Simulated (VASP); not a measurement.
A run of VASP 6.6.1 is set up as follows.

File INCAR:

```
ALGO     = Fast           # electronic algorithm
EDIFF    = 1E-4           # SCF threshold, eV
EDIFFG   = -0.08          # ionic threshold
ENCUT    = 520            # plane-wave cutoff, eV
GGA      = PE             # functional
IBRION   = 2              # ionic algorithm
ISIF     = 3              # what is computed and relaxed
ISMEAR   = 0              # smearing method
LASPH    = T              # aspherical terms in the spheres
LCHARG   = F              # write CHGCAR
LREAL    = F              # projectors in reciprocal space
LWAVE    = F              # write WAVECAR
NELM     = 60             # most SCF steps
NSW      = 24             # ionic steps
PREC     = Normal         # precision mode
SIGMA    = 0.15           # smearing width, eV
```

The input KPOINTS:

```
k-points
0
Gamma
  3 3 3
```

POSCAR

```
Be3CdSe4
1.0
    5.3300000000      0.0000000000      0.0000000000
    0.0000000000      5.3300000000      0.0000000000
    0.0000000000      0.0000000000      5.3300000000
Be Cd Se
3 1 4
Direct
    0.5000000000      0.0000000000      0.5000000000
    0.0000000000      0.5000000000      0.5000000000
    0.5000000000      0.5000000000      0.0000000000
    0.0000000000      0.0000000000      0.0000000000
    0.7250000000      0.7250000000      0.2750000000
    0.2750000000      0.2750000000      0.2750000000
    0.7250000000      0.2750000000      0.7250000000
    0.2750000000      0.7250000000      0.7250000000
```

Potentials or basis: VASP PAW PBE potentials, release 64 (Be, Cd, Se).

Launch:

```sh
$ cat potpaw_PBE.64/Be/POTCAR potpaw_PBE.64/Cd/POTCAR potpaw_PBE.64/Se/POTCAR > POTCAR
$ mpirun -np 4 vasp_std > vasp.out
```

Q: Estimate the space group after relaxing (to 0.05 Å).

A: P-43m (No. 215).

Q: Predict the relaxed volume.

A: 20.22 Å³/atom.

Forces in eV/Å, atoms in the order of the input:
```
Be   0.000  0.000  0.000
Be   0.000  0.000  0.000
Be   0.000  0.000  0.000
Cd   0.000  0.000  0.000
Se   0.028  0.028 -0.028
Se  -0.028 -0.028 -0.028
Se   0.028 -0.028  0.028
Se  -0.028  0.028  0.028
```

Caveat: the relaxation stopped at a loose force limit of 0.08 eV/Å, so its end isn't a converged minimum.
